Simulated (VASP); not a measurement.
Energy against volume of CdSe (wurtzite). All values below come from vdW-DF2, VASP's PBE PAW potentials (set 64) (plane waves; VASP). Numerical set-up: 520 eV cut-off, 6×6×3 Γ-centred mesh, Gaussian smearing of 0.050 eV, potentials Cd Se.

Shape and ions are relaxed at each volume.

```csv
V (Å³/atom),E (eV/atom)
31.434,-0.11226
32.406,-0.11589
33.378,-0.11275
34.350,-0.10401
```

**Question.** Fit these four points and predict the energy of the run at 30.461 Å³/atom.

**Answer.** A cubic in V^(−2/3), the third-order Birch-Murnaghan form, passes through the four points with V0 = 32.41 Å³/atom and B0 = 37 GPa, and gives -0.1004 eV/atom there. The run gave -0.1005 eV/atom, -0.1 meV/atom from the fit; all five points give B0 = 37 GPa.

The compound is CdSe in the wurtzite structure. It was relaxed first, which changed the volume by +15 %.
